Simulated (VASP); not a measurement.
All values below come from PBE GGA, VASP's PBE PAW potentials (set 64) (plane waves; VASP).

Input for VASP

INCAR:
```
SYSTEM  =  Nb
PREC  =  Accurate; ENCUT  =  400; LREAL  =  .FALSE.
LASPH  =  .TRUE.
EDIFF  =  1E-6; NELM  =  100; ALGO  =  Normal
LMAXMIX  =  4
ISMEAR  =  0; SIGMA  =  0.02
GGA  =  PE
ISIF  =  2
LWAVE  =  .FALSE.; LCHARG  =  .FALSE.
```

File POSCAR:
```
Nb
1.0
 -1.6500000000   1.6500000000   1.6500000000
  1.6500000000  -1.6500000000   1.6500000000
  1.6500000000   1.6500000000  -1.6500000000
Nb
1
Direct
  0.0000000000   0.0000000000   0.0000000000
```

KPOINTS:
```
Automatic mesh
0
Gamma
14 14 14
0 0 0
```

POTCAR, in this order: Nb_sv (PBE.64 set). Program: vasp_std.

Output

File OUTCAR:
```
 ion  position               nearest neighbor table
   1  0.000  0.000  0.000-
  LATTYP: Found a body centered cubic cell.
 ALAT       =     3.3000000000
 Subroutine PRICEL returns:
 Original cell was already a primitive cell.
 Subroutine GETGRP returns: Found 48 space group operations
The static configuration has the point symmetry O_h .
The dynamic configuration has the point symmetry O_h .
 Subroutine INISYM returns: Found 48 space group operations
 Subroutine IBZKPT returns following result:
 Found    104 irreducible k-points:

 Following reciprocal coordinates:
            Coordinates               Weight
  0.000000  0.000000  0.000000      1.000000
  0.071429  0.000000  0.000000     12.000000
  0.142857  0.000000  0.000000     12.000000
  0.214286  0.000000  0.000000     12.000000
  0.285714  0.000000  0.000000     12.000000
  0.357143  0.000000  0.000000     12.000000
  0.428571  0.000000  0.000000     12.000000
  0.500000  0.000000  0.000000      6.000000
  0.071429  0.071429  0.000000     24.000000
  0.142857  0.071429  0.000000     48.000000
...
```

### OSZICAR
```
       N       E                     dE             d eps       ncg     rms          rms(c)
DAV:   1     0.936796815418E+02    0.93680E+02   -0.66177E+03  2104   0.107E+03
DAV:   2    -0.666253061898E+01   -0.10034E+03   -0.98090E+02  2292   0.380E+02
DAV:   3    -0.104514848423E+02   -0.37890E+01   -0.36266E+01  3034   0.621E+01
DAV:   4    -0.106278696354E+02   -0.17638E+00   -0.17562E+00  2838   0.123E+01
DAV:   5    -0.106340810943E+02   -0.62115E-02   -0.62037E-02  3126   0.175E+00    0.742E+00
DAV:   6    -0.102477920100E+02    0.38629E+00   -0.75818E-01  3196   0.112E+01    0.260E+00
DAV:   7    -0.102038646008E+02    0.43927E-01   -0.22289E-01  3236   0.591E+00    0.914E-01
DAV:   8    -0.102081773901E+02   -0.43128E-02   -0.11738E-02  2422   0.163E+00    0.561E-02
DAV:   9    -0.102082117727E+02   -0.34383E-04   -0.73669E-04  3368   0.220E-01    0.388E-02
DAV:  10    -0.102082219458E+02   -0.10173E-04   -0.15771E-05  2544   0.526E-02    0.159E-02
DAV:  11    -0.102082111899E+02    0.10756E-04   -0.50681E-06  2362   0.396E-02    0.376E-03
DAV:  12    -0.102082111797E+02    0.10162E-07   -0.16113E-07  1210   0.563E-03
   1 F= -.10208211E+02 E0= -.10208067E+02  d E =-.287708E-03
```

### OUTCAR
```
------------------------ aborting loop because EDIFF is reached ----------------------------------------
  FORCE on cell =-STRESS in cart. coord.  units (eV):
  Direction    XX          YY          ZZ          XY          YZ          ZX
  --------------------------------------------------------------------------------------
  Total        0.1006965      0.1006965      0.1006965     -0.0000000      0.0000000      0.0000000
  in kB        8.9786958      8.9786958      8.9786958     -0.0000000      0.0000000      0.0000000
  external PRESSURE =       8.9786958 kB  Pullay stress =       0.0000000 kB
  volume of cell :       17.97
      direct lattice vectors                 reciprocal lattice vectors
    -1.650000000  1.650000000  1.650000000     0.000000000  0.303030303  0.303030303
     1.650000000 -1.650000000  1.650000000     0.303030303  0.000000000  0.303030303
     1.650000000  1.650000000 -1.650000000     0.303030303  0.303030303  0.000000000
 POSITION                                       TOTAL-FORCE (eV/Angst)
 -----------------------------------------------------------------------------------
      0.00000      0.00000      0.00000         0.000000      0.000000      0.000000
 -----------------------------------------------------------------------------------
    total drift:                                0.000000     -0.000000      0.000000
  FREE ENERGIE OF THE ION-ELECTRON SYSTEM (eV)
  ---------------------------------------------------
  free  energy   TOTEN  =       -10.2082111797 eV

  energy  without entropy=      -10.2079234720  energy(sigma->0) =      -10.20806733
```
(Selected blocks of OUTCAR.)

The compound is Nb in the bcc structure. The cell was not relaxed at this level. The run is one of a series of settings (ISMEAR = 0, SIGMA = 0.02 against the base run), some of them coarse on purpose.
